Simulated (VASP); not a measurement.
**Be3Te2O: elastic constants with PBE**

The system is Be3Te2O.

```
Be Te O
1.0
     5.38501   -3.07384    0.00000
     5.38501    3.07384    0.00000
     0.00000    0.00000    6.77545
Be Te O
6 4 2
Direct
  0.43273 0.82005 0.11626
  0.17995 0.56727 0.11626
  0.93464 0.06536 0.04570
  0.82005 0.43273 0.61626
  0.56727 0.17995 0.61626
  0.06536 0.93464 0.54570
  0.51364 0.15354 0.98898
  0.15354 0.51364 0.48898
  0.84646 0.48636 0.98898
  0.48636 0.84646 0.48898
  0.18017 0.81983 0.07350
  0.81983 0.18017 0.57350
```

The cell was built by a generator and needn't be a form met in nature.

- Program: VASP 6.6.1
- Task: elastic constants
- Functional: PBE
- Potentials or basis: VASP PAW PBE potentials, release 64 (Be, Te, O)
- Cutoff: 520 eV
- k mesh: 4 × 4 × 4
- Occupations: gaussian, width 0.03 eV
- Spin: no spin polarisation
- Ions in elastic constants: relaxed
- Further INCAR settings: ALGO = Normal; EDIFF = 1e-08; IBRION = 6; POTIM = 0.015; NSW = 1; ISIF = 3

```yaml
Voigt_bulk_modulus: 65 GPa
Highest_phonon_frequency_at_Γ_LO-TO_splitting_left_out: 931 cm⁻¹
```

Phonon frequencies in cm⁻¹ (negative: imaginary):
| q point | frequencies |
| --- | --- |
| (0.000, 0.000, 0.000) | 0 0 0 56 58 99 103 126 139 143 147 153 201 214 267 282 293 310 319 338 341 349 388 406 417 421 448 468 479 479 738 741 754 757 924 931 |

Elastic tensor in Voigt notation (GPa, in the Cartesian axes of the cell as first typed):
```
143  55  26   0   0   0
 55 161  22   0   0   0
 26  22  70   0   0   0
  0   0   0  18   0   0
  0   0   0   0  23   0
  0   0   0   0   0  56
```

Clamped-ion elastic tensor (GPa):
```
178  53  22   0   0   0
 53 194  13   0   0   0
 22  13  89   0   0   0
  0   0   0  27   0   0
  0   0   0   0  27   0
  0   0   0   0   0  71
```

Wall time 22 min on 8 MPI ranks on Intel(R) Xeon(R) 6975P-C (Granite Rapids), with other jobs on the host, peak memory 0.65 GiB a rank.

Spin-orbit coupling is left out, which matters for the levels of Te.
